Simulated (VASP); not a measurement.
These are r2SCAN+rVV10, VASP's PBE PAW potentials (set 64) (plane waves; VASP 6.6.1) values and carry that method's errors.

VASP ran on this input.

### KPOINTS
```
kpoints
0
G
8 8 8
```

**POSCAR**
```
PbS
1
    0.0000000000     3.0313633193     3.0313633193
    3.0313633193     0.0000000000     3.0313633193
    3.0313633193     3.0313633193     0.0000000000
Pb S
1 1
Direct
  0.0000000000   0.0000000000   0.0000000000
  0.5000000000   0.5000000000   0.5000000000
```

**INCAR**
```
SYSTEM = PbS
PREC = Accurate
ENCUT = 520
EDIFF = 1E-7
NELM = 100
ALGO = Normal
LREAL = .FALSE.
LASPH = .TRUE.
ISMEAR = 0
SIGMA = 0.05
METAGGA = R2SCAN
LUSE_VDW = .TRUE.
BPARAM = 11.95
CPARAM = 0.0093
LMIXTAU = .TRUE.
LMAXMIX = 4
LWAVE = .FALSE.
LCHARG = .FALSE.
ISIF = 2
```

POTCAR, in this order: Pb_d S (PBE.64 set). Program: vasp_std.

The run wrote:

### OSZICAR
```
       N       E                     dE             d eps       ncg     rms          rms(c)
DAV:   1     0.993424860966E+02    0.99342E+02   -0.99985E+03   812   0.149E+03
DAV:   2    -0.568785022889E+02   -0.15622E+03   -0.15286E+03   878   0.354E+02
DAV:   3    -0.698764197005E+02   -0.12998E+02   -0.12854E+02  1052   0.106E+02
DAV:   4    -0.701993045770E+02   -0.32288E+00   -0.32266E+00   940   0.204E+01
DAV:   5    -0.702127944441E+02   -0.13490E-01   -0.13489E-01  1090   0.401E+00    0.421E+00
DAV:   6    -0.648828693230E+02    0.53299E+01   -0.30710E+00   980   0.328E+01    0.381E+00
DAV:   7    -0.649544692380E+02   -0.71600E-01   -0.77042E-01   836   0.114E+01    0.204E+00
DAV:   8    -0.650318105268E+02   -0.77341E-01   -0.67892E-01   812   0.679E+00    0.756E-01
DAV:   9    -0.650684626521E+02   -0.36652E-01   -0.16565E-01   824   0.370E+00    0.613E-01
DAV:  10    -0.650720352180E+02   -0.35726E-02   -0.53267E-02   872   0.239E+00    0.379E-01
DAV:  11    -0.650675315208E+02    0.45037E-02   -0.20879E-02   830   0.129E+00    0.104E-01
DAV:  12    -0.650727399123E+02   -0.52084E-02   -0.14756E-03   830   0.398E-01    0.884E-02
DAV:  13    -0.650749825832E+02   -0.22427E-02   -0.15131E-03   824   0.409E-01    0.711E-02
DAV:  14    -0.650750975592E+02   -0.11498E-03   -0.42363E-04   920   0.227E-01    0.265E-02
DAV:  15    -0.650751038742E+02   -0.63151E-05   -0.36703E-05   972   0.867E-02    0.234E-02
DAV:  16    -0.650751777281E+02   -0.73854E-04   -0.73187E-05   842   0.100E-01    0.131E-02
DAV:  17    -0.650751816822E+02   -0.39541E-05   -0.59659E-06   974   0.228E-02    0.309E-03
DAV:  18    -0.650751812790E+02    0.40319E-06   -0.20820E-07   824   0.465E-03    0.298E-03
DAV:  19    -0.650751813202E+02   -0.41156E-07   -0.16874E-07   538   0.716E-03
   1 F= -.65075181E+02 E0= -.65075181E+02  d E =-.184968E-10
```

OUTCAR:
```
------------------------ aborting loop because EDIFF is reached ----------------------------------------
  FORCE on cell =-STRESS in cart. coord.  units (eV):
  Direction    XX          YY          ZZ          XY          YZ          ZX
  --------------------------------------------------------------------------------------
  Total       -1.0912676     -1.0912676     -1.0912676      0.0000000      0.0000000      0.0000000
  in kB      -31.3832472    -31.3832472    -31.3832472      0.0000000      0.0000000      0.0000000
  external PRESSURE =     -31.3832472 kB  Pullay stress =       0.0000000 kB
  volume of cell :       55.71
      direct lattice vectors                 reciprocal lattice vectors
     0.000000000  3.031363319  3.031363319    -0.164942287  0.164942287  0.164942287
     3.031363319  0.000000000  3.031363319     0.164942287 -0.164942287  0.164942287
     3.031363319  3.031363319  0.000000000     0.164942287  0.164942287 -0.164942287
  FREE ENERGIE OF THE ION-ELECTRON SYSTEM (eV)
  ---------------------------------------------------
  free  energy   TOTEN  =       -65.0751813202 eV

  energy  without entropy=      -65.0751813201  energy(sigma->0) =      -65.07518132
```
(Selected blocks of OUTCAR.)

**OUTCAR**
```
 val. band max:        4.7749467168   @ k =   0.5000   0.0000   0.0000

 cond. band min:       5.5808120451   @ k =   0.5000   0.0000   0.0000


 Fermi energy:         4.9767714920

 k-point     1 :       0.0000    0.0000    0.0000
  band No.  band energies     occupation
      1     -12.4847      2.00000
      2     -12.4847      2.00000
      3     -12.4847      2.00000
      4     -12.4673      2.00000
      5     -12.4673      2.00000
      6      -8.7911      2.00000
      7      -1.3850      2.00000
      8       2.8400      2.00000
      9       2.8400      2.00000
     10       2.8400      2.00000
     11      10.1907      0.00000
     12      10.1907      0.00000
     13      10.1907      0.00000
     14      12.0948      0.00000

 k-point     2 :       0.1250    0.0000    0.0000
  band No.  band energies     occupation
      1     -12.4840      2.00000
      2     -12.4820      2.00000
      3     -12.4820      2.00000
      4     -12.4684      2.00000
      5     -12.4684      2.00000
      6      -8.6691      2.00000
      7      -1.7825      2.00000
      8       2.8782      2.00000
      9       2.8782      2.00000
     10       3.1371      2.00000
     11       9.0448      0.00000
     12       9.4856      0.00000
     13       9.4857      0.00000
     14      11.9547      0.00000

 k-point     3 :       0.2500    0.0000    0.0000
  band No.  band energies     occupation
      1     -12.4847      2.00000
      2     -12.4847      2.00000
      3     -12.4826      2.00000
      4     -12.4618      2.00000
      5     -12.4618      2.00000
      6      -8.3342      2.00000
      7      -2.6556      2.00000
      8       2.9858      2.00000
      9       2.9858      2.00000
     10       3.7459      2.00000
     11       7.4477      0.00000
     12       8.3429      0.00000
     13       8.3430      0.00000
     14      12.0955      0.00000

 k-point     4 :       0.3750    0.0000    0.0000
  band No.  band energies     occupation
...
```

Unless said otherwise, spin-orbit coupling is left out, though it shifts the bands of the heavy elements here.

The compound is PbS in the rock salt structure. This cell is one point of a volume scan, at 1.06 of the reference volume.
